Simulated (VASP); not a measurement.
**Sr2NiWO6 with r2SCAN: from relaxation to properties**

Wanted: the relaxed cell of Sr2NiWO6 and its properties. The steps: first try, relaxing cell and atoms (r2SCAN), single point with fields (r2SCAN), bands along the symmetry lines (r2SCAN), density of states (r2SCAN), volume scan with r2SCAN, fit for r2SCAN and zone-centre phonons (r2SCAN). The start is a cell from a database of measured crystal structures.

Calculated with VASP 6.6.1; r2SCAN, spin-polarised from a ferromagnetic start (one magnetic atom a cell); plane waves and PAW (Sr_sv, Ni, W, O), in the first sound run; inputs show where later runs differ.

## (1) Starting point

Symmetry: I4/m, No. 87, tetragonal system. The conventional cell has a = 5.557 Å, b = 5.557 Å, c = 7.913 Å, α = 90.00°, β = 90.00°, γ = 90.00°. Nearest to Sr lie 12 O at 2.62 to 2.97 Å. Ni has 6 O at 2.02 to 2.04 Å nearest. W has 6 O at 1.92 to 1.94 Å nearest. Nearest to O lie 1 W at 1.92 Å and 1 Ni at 2.04 Å and 4 Sr at 2.62 to 2.97 Å. Nearest to O lie 1 W at 1.94 Å and 1 Ni at 2.02 Å and 4 Sr at 2.78 Å. Farther neighbours and most contacts between anions are not listed.

As a file:

```cif
data_structure
_symmetry_space_group_name_H-M 'I4/m'
_symmetry_Int_Tables_number 87
_cell_length_a 5.5571
_cell_length_b 5.5571
_cell_length_c 7.9131
_cell_angle_alpha 90.000
_cell_angle_beta 90.000
_cell_angle_gamma 90.000
_cell_volume 244.37
loop_
_atom_site_label
_atom_site_type_symbol
_atom_site_symmetry_multiplicity
_atom_site_Wyckoff_symbol
_atom_site_fract_x
_atom_site_fract_y
_atom_site_fract_z
_atom_site_occupancy
Sr1 Sr 4 d 0.00000 0.50000 0.25000 1
Ni1 Ni 2 a 0.00000 0.00000 0.00000 1
W1 W 2 b 0.50000 0.50000 0.00000 1
O1 O 8 h 0.28900 0.22700 0.00000 1
O2 O 4 e 0.00000 0.00000 0.25500 1
```

## (2) First try

This run is made with a changed input; what comes of it follows.

File INCAR:

```
SYSTEM = Sr2NiWO6
PREC = Accurate
ENCUT = 520
EDIFF = 1E-06
NELM = 97
ISMEAR = 0
SIGMA = 0.05
LREAL = .FALSE.
ALGO = Normal
METAGGA = R2SCAN
LASPH = .TRUE.
NBANDS = 52
ISPIN = 2
MAGMOM = 0 0 1 0 0 0 0 0 0 0
LMAXMIX = 4
LORBIT = 11
LWAVE = .FALSE.
LCHARG = .FALSE.
KPAR = 8
IBRION = 2
NSW = 30
ISIF = 3
EDIFFG = -0.01
NUPDOWN = 40
```

File POSCAR:

```
Sr2NiWO6
1.0
   -2.7785500000      2.7785500000      3.9565500000
    2.7785500000     -2.7785500000      3.9565500000
    2.7785500000      2.7785500000     -3.9565500000
Sr Ni W O
2 1 1 6
Direct
    0.7500000000      0.2500000000      0.5000000000
    0.2500000000      0.7500000000      0.5000000000
    0.0000000000      0.0000000000      0.0000000000
    0.5000000000      0.5000000000      0.0000000000
    0.2270000000      0.2890000000      0.5160000000
    0.2890000000      0.7730000000      0.0620000000
    0.7730000000      0.7110000000      0.4840000000
    0.7110000000      0.2270000000      0.9380000000
    0.2550000000      0.2550000000      0.0000000000
    0.7450000000      0.7450000000      0.0000000000
```

File KPOINTS:

```
Automatic mesh
0
Gamma
6 6 6
0 0 0
```

The projector-augmented-wave data sets are Sr_sv, Ni, W and O (PBE family, release 64).

The run is started by

```console
$ mpirun -np 8 vasp_std
```

The program printed:

```text
[banner, memory and clock lines left out]
running    8 mpi-ranks, on    1 nodes
[...]
|                                                                             |
|           W    W    AA    RRRRR   N    N  II  N    N   GGGG   !!!           |
|           W    W   A  A   R    R  NN   N  II  NN   N  G    G  !!!           |
|           W    W  A    A  R    R  N N  N  II  N N  N  G       !!!           |
|           W WW W  AAAAAA  RRRRR   N  N N  II  N  N N  G  GGG   !            |
|           WW  WW  A    A  R   R   N   NN  II  N   NN  G    G                |
|           W    W  A    A  R    R  N    N  II  N    N   GGGG   !!!           |
|                                                                             |
|     For optimal performance we recommend to set                             |
|       NCORE = 2 up to number-of-cores-per-socket                            |
|     NCORE specifies how many cores store one orbital (NPAR=cpu/NCORE).      |
|     This setting can greatly improve the performance of VASP for DFT.       |
|     The default, NCORE=1 might be grossly inefficient on modern             |
|     multi-core architectures or massively parallel machines. Do your        |
|     Unfortunately you need to use the default for GW and RPA                |
|     calculations (for HF NCORE is supported but not extensively tested      |
|     yet).                                                                   |
|                                                                             |

|                                                                             |
|               ----> ADVICE to this user running VASP <----                  |
|                                                                             |
|     You enforced a specific xc type in the INCAR file but a different       |
|     [... a line on the potential file left out ...]
|     I HOPE YOU KNOW WHAT YOU ARE DOING!                                     |
|                                                                             |

 LDA part: xc-table for (None), standard interpolation
 POSCAR, INCAR and KPOINTS ok, starting setup
[...]
entering main loop
       N       E                     dE             d eps       ncg     rms          rms(c)
```

The job ended after 4.6 min (8 MPI ranks of Intel Xeon Platinum 8259CL at 2.50GHz (Skylake/Cascade Lake), shared host).

Lines that name or quote the potential files are left out of all logs, and their timing lines are given in words.

The run was cut off at its time limit.

The fault in the input: moment fixed beyond the electrons or bands at hand (ISPIN = 2 and NUPDOWN = 40). NUPDOWN must fit the electron count, and NBANDS must hold the larger spin.

## (3) Relaxing cell and atoms (r2SCAN)

The start need not lie at this functional's minimum. ISIF = 3 frees volume, shape and positions, and EDIFFG sets the threshold on forces and stress at which the search stops.

Changes to INCAR since step 2:

```diff
@@ -4,3 +4,3 @@
 EDIFF = 1E-06
-NELM = 97
+NELM = 100
 ISMEAR = 0
@@ -20,5 +20,4 @@
 IBRION = 2
-NSW = 30
+NSW = 60
 ISIF = 3
 EDIFFG = -0.01
-NUPDOWN = 40
```

POSCAR is that of step 2.

KPOINTS is that of step 2.

The run is started by

```console
$ mpirun -np 8 vasp_std
```

The program printed:

```text
[banner, memory and clock lines left out]
running    8 mpi-ranks, on    1 nodes
 distrk:  each k-point on    1 cores,    8 groups
 distr:  one band on    1 cores,    1 groups

 POSCAR found type information on POSCAR SrNiW O
 POSCAR found :  4 types and      10 ions
 [... a notice as in an earlier step ...]

 [... a notice as in an earlier step ...]

 LDA part: xc-table for (None), standard interpolation
 POSCAR, INCAR and KPOINTS ok, starting setup
 FFT: planning ... GRIDC
 FFT: planning ... GRID_SOFT
 FFT: planning ... GRID
 WAVECAR not read
 entering main loop
       N       E                     dE             d eps       ncg     rms          rms(c)
DAV:   1     0.569884011909E+03    0.56988E+03   -0.35488E+04  7488   0.145E+03
DAV:   2    -0.109071320041E+03   -0.67896E+03   -0.63069E+03  8112   0.398E+02
DAV:   3    -0.186181804053E+03   -0.77110E+02   -0.74831E+02  9448   0.141E+02
DAV:   4    -0.190243121224E+03   -0.40613E+01   -0.40210E+01 12040   0.268E+01
DAV:   5    -0.190380789152E+03   -0.13767E+00   -0.13740E+00 11096   0.403E+00    0.606E+01
DAV:   6    -0.156136127485E+03    0.34245E+02   -0.98867E+01 10752   0.645E+01    0.348E+01
DAV:   7    -0.155032871992E+03    0.11033E+01   -0.16183E+01  9780   0.701E+01    0.202E+01
DAV:   8    -0.155592029536E+03   -0.55916E+00   -0.38343E+00 11168   0.110E+01    0.125E+01
DAV:   9    -0.155598787809E+03   -0.67583E-02   -0.36690E-01 11296   0.569E+00    0.256E+00
DAV:  10    -0.155609816959E+03   -0.11029E-01   -0.89333E-02 11048   0.272E+00    0.900E-01
DAV:  11    -0.155610743681E+03   -0.92672E-03   -0.12273E-02 11304   0.136E+00    0.414E-01
DAV:  12    -0.155611097568E+03   -0.35389E-03   -0.28787E-03 10004   0.298E-01    0.245E-01
DAV:  13    -0.155611165609E+03   -0.68040E-04   -0.50954E-04 10784   0.238E-01    0.783E-02
DAV:  14    -0.155611197146E+03   -0.31538E-04   -0.11476E-04 10352   0.598E-02    0.383E-02
DAV:  15    -0.155611201273E+03   -0.41271E-05   -0.58265E-06  9936   0.235E-02    0.954E-03
DAV:  16    -0.155611200138E+03    0.11357E-05   -0.33467E-06  8732   0.208E-02    0.625E-03
DAV:  17    -0.155611200033E+03    0.10425E-06   -0.79585E-07  5316   0.607E-03
   1 F= -.15561120E+03 E0= -.15561120E+03  d E =-.155611E+03  mag=     2.0000
 curvature:   0.00 expect dE= 0.000E+00 dE for cont linesearch  0.000E+00
 trial: gam= 0.00000 g(F)=  0.288E-01 g(S)=  0.112E-02 ort = 0.000E+00 (trialstep = 0.100E+01)
 search vector abs. value=  0.299E-01
 bond charge predicted
       N       E                     dE             d eps       ncg     rms          rms(c)
DAV:   1    -0.155608836770E+03    0.23634E-02   -0.80518E+00  7536   0.122E+01    0.130E+00
DAV:   2    -0.155617923470E+03   -0.90867E-02   -0.24156E-01 10072   0.325E+00    0.216E+00
DAV:   3    -0.155617105735E+03    0.81774E-03   -0.60318E-03  9724   0.569E-01    0.157E+00
DAV:   4    -0.155615298624E+03    0.18071E-02   -0.75054E-03  9472   0.642E-01    0.811E-01
DAV:   5    -0.155615202693E+03    0.95931E-04   -0.23623E-03  9504   0.241E-01    0.369E-01
DAV:   6    -0.155615092975E+03    0.10972E-03   -0.68953E-04 10376   0.136E-01    0.233E-01
DAV:   7    -0.155615079834E+03    0.13142E-04   -0.83915E-05  8940   0.510E-02    0.159E-01
DAV:   8    -0.155615057596E+03    0.22238E-04   -0.34484E-05  9368   0.384E-02    0.725E-02
DAV:   9    -0.155615045135E+03    0.12461E-04   -0.49899E-05  9976   0.406E-02    0.218E-02
DAV:  10    -0.155615045107E+03    0.27845E-07   -0.11592E-05  8552   0.169E-02    0.157E-02
DAV:  11    -0.155615045123E+03   -0.15895E-07   -0.90101E-07  4536   0.805E-03
   2 F= -.15561505E+03 E0= -.15561505E+03  d E =-.384509E-02  mag=     2.0000
[... from here on, the cycles between the ionic steps are left out ...]
   3 F= -.15561993E+03 E0= -.15561993E+03  d E =-.872701E-02  mag=     2.0000
   4 F= -.15562078E+03 E0= -.15562078E+03  d E =-.854520E-03  mag=     2.0000
   5 F= -.15562160E+03 E0= -.15562160E+03  d E =-.167437E-02  mag=     2.0000
   6 F= -.15562220E+03 E0= -.15562220E+03  d E =-.599424E-03  mag=     2.0000
   7 F= -.15562244E+03 E0= -.15562244E+03  d E =-.838721E-03  mag=     2.0000
   8 F= -.15562260E+03 E0= -.15562260E+03  d E =-.160675E-03  mag=     2.0000
   9 F= -.15562261E+03 E0= -.15562261E+03  d E =-.170746E-03  mag=     2.0000
  10 F= -.15562261E+03 E0= -.15562261E+03  d E =-.171663E-03  mag=     2.0000
  11 F= -.15562262E+03 E0= -.15562262E+03  d E =-.175643E-03  mag=     2.0000
  12 F= -.15562272E+03 E0= -.15562272E+03  d E =-.106371E-03  mag=     2.0000
  13 F= -.15562275E+03 E0= -.15562275E+03  d E =-.133217E-03  mag=     2.0000
  14 F= -.15562281E+03 E0= -.15562281E+03  d E =-.627618E-04  mag=     2.0000
  15 F= -.15562298E+03 E0= -.15562298E+03  d E =-.227297E-03  mag=     2.0000
  16 F= -.15562318E+03 E0= -.15562318E+03  d E =-.435932E-03  mag=     2.0000
  17 F= -.15562311E+03 E0= -.15562311E+03  d E =-.364212E-03  mag=     2.0000
  18 F= -.15562323E+03 E0= -.15562323E+03  d E =-.485899E-03  mag=     2.0000
  19 F= -.15562323E+03 E0= -.15562323E+03  d E =-.485111E-03  mag=     2.0000
  20 F= -.15562328E+03 E0= -.15562328E+03  d E =-.436092E-04  mag=     2.0000
 trial-energy change:   -0.000044  1 .order   -0.000044   -0.000060   -0.000028
 step:   0.7124(harm=  0.7124)  dis= 0.00197  next Energy=  -155.623290 (dE=-0.559E-04)
 bond charge predicted
       N       E                     dE             d eps       ncg     rms          rms(c)
DAV:   1    -0.155623277871E+03    0.73509E-07   -0.36937E-02  7600   0.856E-01    0.586E-02
DAV:   2    -0.155623294147E+03   -0.16276E-04   -0.82089E-04  8636   0.145E-01    0.700E-02
DAV:   3    -0.155623290772E+03    0.33741E-05   -0.16662E-05 10956   0.280E-02    0.394E-02
DAV:   4    -0.155623286311E+03    0.44613E-05   -0.97001E-06  9844   0.215E-02    0.182E-02
DAV:   5    -0.155623286140E+03    0.17092E-06   -0.32038E-06  7600   0.133E-02
  21 F= -.15562329E+03 E0= -.15562329E+03  d E =-.520336E-04  mag=     2.0000
 curvature:  -2.77 expect dE=-0.106E-03 dE for cont linesearch -0.510E-07
 trial: gam= 0.48502 g(F)=  0.451E-05 g(S)=  0.336E-04 ort =-0.474E-05 (trialstep = 0.446E+00)
 search vector abs. value=  0.321E-03
 reached required accuracy - stopping structural energy minimisation
```

Elapsed: 66 min, on 8 MPI ranks; peak memory 5 GiB; 8 h of CPU time.

(Part 1 of 7 ends here.)

[Lines on the potential files, build, host, timing and source positions are cut from VASP's logs without a mark.]

[Logs are printed without paths, hosts, clocks, repeated set-up lines and the standing remarks that a program may print on its own settings, such as how far it seeks lower states.]

[Hosts, paths, dates, database ids (printed as entryN), source tags and the programs' standing remarks are cut or masked in the printed files.]

[A measured line is paired with the nearest computed mode of its activity, which favours agreement.]

[In band tables of VASP the shares of atoms and orbitals are scaled to a sum of 1 inside the atoms' spheres.]
